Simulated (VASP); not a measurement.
VASP input:

INCAR:
```
SYSTEM = TaC
PREC = Accurate
ENCUT = 400
EDIFF = 1E-6
NELM = 100
ALGO = Normal
LREAL = .FALSE.
LASPH = .TRUE.
ISMEAR = 0
SIGMA = 0.1
GGA = PE
LMAXMIX = 6
LWAVE = .FALSE.
LCHARG = .FALSE.
ISIF = 2
```

File KPOINTS:
```
Automatic mesh
0
Gamma
6 6 5
0 0 0
```

**POSCAR**
```
TaC
1
    2.8925440000     0.0000000000     0.0000000000
   -1.4462720000     2.5050170000     0.0000000000
    0.0000000000     0.0000000000     2.8229800000
Ta C
1 1
Direct
 -0.0289320000  -0.0343320000   0.0092530000
  0.6955990000   0.3676650000   0.4907470000
```

POTCAR, in this order: Ta_pv C (PBE.64 set). Program: vasp_std.

Q: Translate this PBE calculation to Quantum ESPRESSO's pw.x.

A: One equivalent input (not run):
```
&CONTROL
  calculation = 'scf'
  pseudo_dir = './pseudo'
  outdir = './out'
  tprnfor = .true.
  tstress = .true.
/
&SYSTEM
  ibrav = 0
  nat = 2
  ntyp = 2
  ecutwfc = 82
  occupations = 'smearing'
  smearing = 'gaussian'
  degauss = 0.00735
  input_dft = 'pbe'
/
&ELECTRONS
  conv_thr = 7.3e-08
  electron_maxstep = 100
/
ATOMIC_SPECIES
  Ta 180.948 Ta.upf
  C 12.011 C.upf
CELL_PARAMETERS angstrom
     2.8925440    0.0000000    0.0000000
    -1.4462720    2.5050170    0.0000000
     0.0000000    0.0000000    2.8229800
ATOMIC_POSITIONS crystal
  Ta  -0.0289320 -0.0343320  0.0092530
  C    0.6955990  0.3676650  0.4907470
K_POINTS automatic
  6 6 5 0 0 0
```
What does not carry over: the potentials are each code's own (VASP's PAW set, PseudoDojo norm-conserving files in pw.x), so ENCUT and ecutwfc are chosen apart and not converted; conv_thr bounds pw.x's estimated SCF error, while EDIFF bounds the energy change between steps.

The structure was generated: TaC was put into an ordered model structure, which need not be its known phase. The cell was not relaxed at this level, atoms are displaced from their ideal sites. The k-mesh is coarse (spacing up to 0.45 per Å, 2π included), so the numbers may not be converged in it. The run is one of a series of settings (KPOINTS 6×6×5 Γ-centred mesh against the base run), some of them coarse on purpose.
